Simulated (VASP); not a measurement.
# LiPm3 (Pm-3m) in VASP: reference runs

Reference runs on LiPm3: the cell as given, then over a range of volumes.

Everything below comes from runs of VASP 6.6.1. Logs are shortened: lines on timing, memory, paths and dates and some standing lists are left out, and cuts for length are marked.

### 1 The structure

Symmetry: Pm-3m, No. 221, cubic system. Conventional cell: a = 4.999 Å, b = 4.999 Å, c = 4.999 Å, α = 90.00°, β = 90.00°, γ = 90.00°. Pm (site symmetry 4/mmm) is surrounded by 8 Pm at 3.53 Å and 4 Li at 3.53 Å. Li (site symmetry m-3m) is surrounded by 12 Pm at 3.53 Å.

The cell comes from a database or a generator and needn't be the stable form of this composition.

### 2 Single point, PBE, collinear spin, ferromagnetic start

File INCAR:

```
SYSTEM = LiPm3
ALGO     = Normal         ! electronic algorithm
EDIFF    = 1E-7           ! SCF threshold, eV
ENCUT    = 520            ! plane-wave cutoff, eV
GGA      = PE             ! functional
ISIF     = 2              ! what is computed and relaxed
ISMEAR   = -1             ! smearing method
ISPIN    = 2              ! spin polarisation
LASPH    = .True.         ! aspherical terms in the spheres
LCHARG   = .False.        ! write CHGCAR
LMAXMIX  = 6              ! l up to which the mixer works
LORBIT   = 11             ! projections on sites
LREAL    = .False.        ! projectors in reciprocal space
LWAVE    = .False.        ! write WAVECAR
MAGMOM   = 4 4 4 0        ! initial moments
NBANDS   = 36             ! bands
NELM     = 150            ! most SCF steps
PREC     = Accurate       ! precision mode
SIGMA    = 0.05           ! smearing width, eV
```

File KPOINTS:

```
k-points
0
Gamma
  6 6 6
  0 0 0
```

File POSCAR:

```
LiPm3
1.0
    4.9989420000      0.0000000000      0.0000000000
    0.0000000000      4.9989420000      0.0000000000
    0.0000000000      0.0000000000      4.9989420000
Pm Li
3 1
Direct
    0.0000000000      0.5000000000      0.5000000000
    0.5000000000      0.0000000000      0.5000000000
    0.5000000000      0.5000000000      0.0000000000
    0.0000000000      0.0000000000      0.0000000000
```

Potentials or basis: VASP PAW PBE potentials, release 64 (Pm, Li_sv).

Started as:

```
> cat potpaw_PBE.64/Pm/POTCAR potpaw_PBE.64/Li_sv/POTCAR > POTCAR
> mpirun -np 1 vasp_std > vasp.out
```

OUTCAR:

```text
SYSTEM = LiPm3
   EDIFF = 1E-7
   ENCUT = 520
   GGA = PE
   ISIF = 2
   ISMEAR = -1
   ISPIN = 2
   LASPH = .True.
   LORBIT = 11
   LREAL = .False.
   NELM = 150
   PREC = Accurate

 ion  position               nearest neighbor table
   1  0.000  0.500  0.500-   2 3.53   3 3.53   3 3.53   2 3.53   2 3.53   3 3.53   3 3.53   2 3.53

   2  0.500  0.000  0.500-   1 3.53   3 3.53   3 3.53   1 3.53   3 3.53   3 3.53   1 3.53   1 3.53

   3  0.500  0.500  0.000-   1 3.53   2 3.53   1 3.53   2 3.53   2 3.53   2 3.53   1 3.53   1 3.53

   4  0.000  0.000  0.000-

  LATTYP: Found a simple cubic cell.
 ALAT       =     4.9989420000

  Lattice vectors:

 A1 = (   4.9989420000,   0.0000000000,   0.0000000000)
 A2 = (   0.0000000000,   4.9989420000,   0.0000000000)
 A3 = (   0.0000000000,   0.0000000000,   4.9989420000)

Analysis of symmetry for initial positions (statically):
=====================================================================
 Subroutine PRICEL returns:
 Original cell was already a primitive cell.

 Routine SETGRP: Setting up the symmetry group for a
 simple cubic supercell.

 Subroutine GETGRP returns: Found 48 space group operations
 (whereof 48 operations were pure point group operations)
 out of a pool of 48 trial point group operations.

The static configuration has the point symmetry O_h .

Analysis of symmetry for dynamics (positions and initial velocities):
=====================================================================
 Subroutine PRICEL returns:
 Original cell was already a primitive cell.

 Routine SETGRP: Setting up the symmetry group for a
 simple cubic supercell.

 Subroutine GETGRP returns: Found 48 space group operations
 (whereof 48 operations were pure point group operations)
 out of a pool of 48 trial point group operations.

The dynamic configuration has the point symmetry O_h .

Analysis of structural, dynamic, and magnetic symmetry:
=====================================================================
 Subroutine PRICEL returns:
 Original cell was already a primitive cell.

 Routine SETGRP: Setting up the symmetry group for a
 simple cubic supercell.

 Subroutine GETGRP returns: Found 48 space group operations
 (whereof 48 operations were pure point group operations)
 out of a pool of 48 trial point group operations.

The overall configuration has the point symmetry O_h .

 Subroutine INISYM returns: Found 48 space group operations
 (whereof 48 operations are pure point group operations),
 and found     1 'primitive' translations

----------------------------------------------------------------------------------------

                                     Primitive cell

  volume of cell :     124.9207

  direct lattice vectors                    reciprocal lattice vectors
     4.998942000  0.000000000  0.000000000     0.200042329  0.000000000  0.000000000
     0.000000000  4.998942000  0.000000000     0.000000000  0.200042329  0.000000000
     0.000000000  0.000000000  4.998942000     0.000000000  0.000000000  0.200042329

  length of vectors
     4.998942000  4.998942000  4.998942000     0.200042329  0.200042329  0.200042329

  position of ions in fractional coordinates (direct lattice)
     0.000000000  0.500000000  0.500000000
     0.500000000  0.000000000  0.500000000
     0.500000000  0.500000000  0.000000000
     0.000000000  0.000000000  0.000000000

  ion indices of the primitive-cell ions
   primitive index   ion index
                 1           1
                 2           2
                 3           3
                 4           4

----------------------------------------------------------------------------------------

 KPOINTS: k-points

Automatic generation of k-mesh.
 Grid dimensions read from file:
 generate k-points for:    6    6    6

 Generating k-lattice:

  Cartesian coordinates                     Fractional coordinates (reciprocal lattice)
     0.033340388  0.000000000  0.000000000     0.166666667  0.000000000  0.000000000
     0.000000000  0.033340388  0.000000000     0.000000000  0.166666667  0.000000000
     0.000000000  0.000000000  0.033340388     0.000000000  0.000000000  0.166666667

  Length of vectors
     0.033340388  0.033340388  0.033340388

  Shift w.r.t. Gamma in fractional coordinates (k-lattice)
     0.000000000  0.000000000  0.000000000

 Subroutine IBZKPT returns following result:
 ===========================================

 Found     20 irreducible k-points:

 Following reciprocal coordinates:
            Coordinates               Weight
  0.000000  0.000000  0.000000      1.000000
  0.166667  0.000000  0.000000      6.000000
  0.333333  0.000000  0.000000      6.000000
  0.500000  0.000000  0.000000      3.000000
  0.166667  0.166667  0.000000     12.000000
  0.333333  0.166667  0.000000     24.000000
[... 12 lines left out ...]
  0.500000  0.500000  0.333333      6.000000
  0.500000  0.500000  0.500000      1.000000
   k-points           NKPTS =     20   k-points in BZ     NKDIM =     20   number of bands    NBANDS=     36
   number of dos      NEDOS =    301   number of ions     NIONS =      4
   total plane-waves  NPLWV =  64000
   dimension x,y,z NGX =    40 NGY =   40 NGZ =   40
   dimension x,y,z NGXF=    80 NGYF=   80 NGZF=   80
   ions per type =               3   1
   NGX,Y,Z   is equivalent  to a cutoff of  13.30, 13.30, 13.30 a.u.
   NGXF,Y,Z  is equivalent  to a cutoff of  26.60, 26.60, 26.60 a.u.
 SYSTEM =  LiPm3
   PREC   = accura    normal or accurate (medium, high low for compatibility)
   ISTART =      0    job   : 0-new  1-cont  2-samecut
   ICHARG =      2    charge: 1-file 2-atom 10-const
   ISPIN  =      2    spin polarized calculation?
   LNONCOLLINEAR =      F non collinear calculations
   LSORBIT =      F    spin-orbit coupling
   LASPH  =      T    aspherical Exc in radial PAW
   ENCUT  =  520.0 eV  38.22 Ry    6.18 a.u.   9.29  9.29  9.29*2*pi/ulx,y,z
   NELM   =    150;   NELMIN=  2; NELMDL= -5     # of ELM steps
   EDIFF  = 0.1E-06   stopping-criterion for ELM
   LREAL  =      F    real-space projection
   EDIFFG = 0.1E-05   stopping-criterion for IOM
   NSW    =      0    number of steps for IOM
   IBRION =     -1    ionic relax: 0-MD 1-quasi-New 2-CG
   NFREE  =      0    steps in history (QN), initial steepest desc. (CG)
   ISIF   =      2    stress and relaxation
   ISYM   =      2    0-nonsym 1-usesym 2-fastsym
   POTIM  = 0.5000    time-step for ionic-motion
   TEBEG  =    0.0;   TEEND  =   0.0 temperature during run
   PSTRESS=    0.0 pullay stress
   NELECT =      48.0000    total number of electrons
   NUPDOWN=      -1.0000    fix difference up-down
   EMIN   =  10.00;   EMAX   =-10.00  energy-range for DOS
   EFERMI =   0.00;   METHOD = LEGACY
   ISMEAR =    -1;   SIGMA  =   0.05  broadening in eV -4-tet -1-fermi 0-gaus
   EFERMI_NEDOS =   21; number of points for ismear=-14 and -15
   IALGO  =     38    algorithm
   IMIX   =      4    mixing-type and parameters
     AMIX     =   0.40;   BMIX     =  1.00
     AMIX_MAG =   1.60;   BMIX_MAG =  1.00
  volume/ion in A,a.u.               =      31.23       210.75
  Fermi-wavevector in a.u.,A,eV,Ry     =   1.190174  2.249103 19.272847  1.416514
  Thomas-Fermi vector in A             =   2.326265
   LORBIT       =     11    0 simple, 1 ext, 2 COOP (PROOUT), +10 PAW based schemes
   GGA     = PE    functional components
   LHFCALC =     F    Hartree Fock is set to
   AEXX    =    0.0000 exact exchange contribution
   IVDW    =     0    specifies the selected vdW correction
   LEPSILON=     F    determine dielectric tensor
   LRPA    =     F    only Hartree local field effects (RPA)
 spin polarized calculation
  energy-cutoff  :      520.00
  volume of cell :      124.92
 maximum number of plane-waves:      3407
 NGX is ok and might be reduce to    40
   NGX = 19   NGY = 19   NGZ = 19

 number of electron      48.0000020 magnetization      16.6890000

 Free energy of the ion-electron system (eV)
  ---------------------------------------------------
  ext. energy  EPLUGINS =         0.00000000
  ---------------------------------------------------
  free energy    TOTEN  =       -24.61920424 eV

  energy without entropy =      -24.39822990  energy(sigma->0) =      -24.50871707

 E-fermi :   4.8418     XC(G=0):  -9.2691

 val. band max:        4.8409446309   @ k =   0.3333   0.0000   0.0000
 cond. band min:       4.8421284551   @ k =   0.1667   0.0000   0.0000
 fundamental gap:      0.0011838243
 Fermi energy:         4.8418096091

 spin component 1

 k-point     1 :       0.0000    0.0000    0.0000
  band No.  band energies     occupation
      1     -40.9769      1.00000
      2     -33.8798      1.00000
      3     -33.7119      1.00000
      4     -33.7119      1.00000
      5     -14.7349      1.00000
      6     -14.7349      1.00000
[... 28 lines left out ...]
     35       4.8187      0.61362
     36       4.8426      0.49603
[... 709 lines left out ...]
      5     -15.0807      1.00000
      6     -14.6355      1.00000
[... 28 lines left out ...]
     35       5.0104      0.03322
     36       5.0299      0.02271
 Fermi energy:         4.8418096091

 spin component 2

 k-point     1 :       0.0000    0.0000    0.0000
  band No.  band energies     occupation
      1     -40.9634      1.00000
      2     -31.6438      1.00000
      3     -31.4568      1.00000
      4     -31.4568      1.00000
      5     -13.0519      1.00000
      6     -13.0519      1.00000
[... 28 lines left out ...]
     35       8.0141      0.00000
     36       8.0988      0.00000
[... 710 lines left out ...]
      6     -12.9509      1.00000
[... 28 lines left out ...]
     35       8.0215      0.00000
     36       8.1239      0.00000

------------------------ aborting loop because EDIFF is reached ----------------------------------------

  FORCE on cell =-STRESS in cart. coord.  units (eV):
  Direction    XX          YY          ZZ          XY          YZ          ZX
  --------------------------------------------------------------------------------------
  -------------------------------------------------------------------------------------
  Total        0.6470977      0.6470977      0.6470977     -0.0000000     -0.0000000     -0.0000000
  in kB        8.2993900      8.2993900      8.2993900     -0.0000000     -0.0000000     -0.0000000
  external PRESSURE =       8.2993900 kB  Pullay stress =       0.0000000 kB

 VOLUME and BASIS-vectors are now :
 -----------------------------------------------------------------------------
  energy-cutoff  :      520.00
  volume of cell :      124.92
      direct lattice vectors                 reciprocal lattice vectors
     4.998942000  0.000000000  0.000000000     0.200042329  0.000000000  0.000000000
     0.000000000  4.998942000  0.000000000     0.000000000  0.200042329  0.000000000
     0.000000000  0.000000000  4.998942000     0.000000000  0.000000000  0.200042329

 POSITION                                       TOTAL-FORCE (eV/Angst)
 -----------------------------------------------------------------------------------
      0.00000      2.49947      2.49947         0.000000      0.000000      0.000000
      2.49947      0.00000      2.49947         0.000000      0.000000      0.000000
      2.49947      2.49947      0.00000         0.000000      0.000000      0.000000
      0.00000      0.00000      0.00000         0.000000      0.000000      0.000000
 -----------------------------------------------------------------------------------
    total drift:                               -0.000000     -0.000000     -0.000000

  FREE ENERGIE OF THE ION-ELECTRON SYSTEM (eV)
  ---------------------------------------------------
  free  energy   TOTEN  =       -24.6192042355 eV

  energy  without entropy=      -24.3982298973  energy(sigma->0) =      -24.50871707

 total charge

# of ion       s       p       d       f       tot
--------------------------------------------------
    1        2.047   5.485   0.498   4.408  12.438
    2        2.047   5.485   0.498   4.408  12.438
    3        2.047   5.485   0.498   4.408  12.438
    4        2.042   0.045   0.000   0.000   2.087
--------------------------------------------------
tot          8.183  16.499   1.495  13.223  39.400

 magnetization (x)

# of ion       s       p       d       f       tot
--------------------------------------------------
    1        0.003   0.027   0.286   4.398   4.714
    2        0.003   0.027   0.286   4.398   4.714
    3        0.003   0.027   0.286   4.398   4.714
    4       -0.003   0.014   0.000   0.000   0.011
--------------------------------------------------
tot          0.006   0.096   0.857  13.194  14.153
```

Run time: 12 min. Hardware: 1 thread of AMD EPYC 9R45 (Zen 5), shared host; peak memory 0.35 GiB.

Results:

```
Free energy                                           : -24.6192 eV
Band gap on the k mesh                                : none (metal or under the smearing width)
Net moment                                            : 16.69 μB per cell
Site moments                                          : Pm +4.71; Li +0.01 μB
Valence electrons inside the program's atomic spheres : Pm 12.44; Li 2.09
```

Caveat: the cutoff is under 1.25 times the usual one of these potentials, so pressure, stress and relaxed cells hold a basis-set (Pulay) error; the magnetic or orbital state may not be the lowest; spin-orbit coupling is left out, which moves the levels of the heavy elements; without U or exact exchange the open f shell lies at the Fermi level, which spoils levels, moments and volumes.

(Part 1 of 2 ends here.)
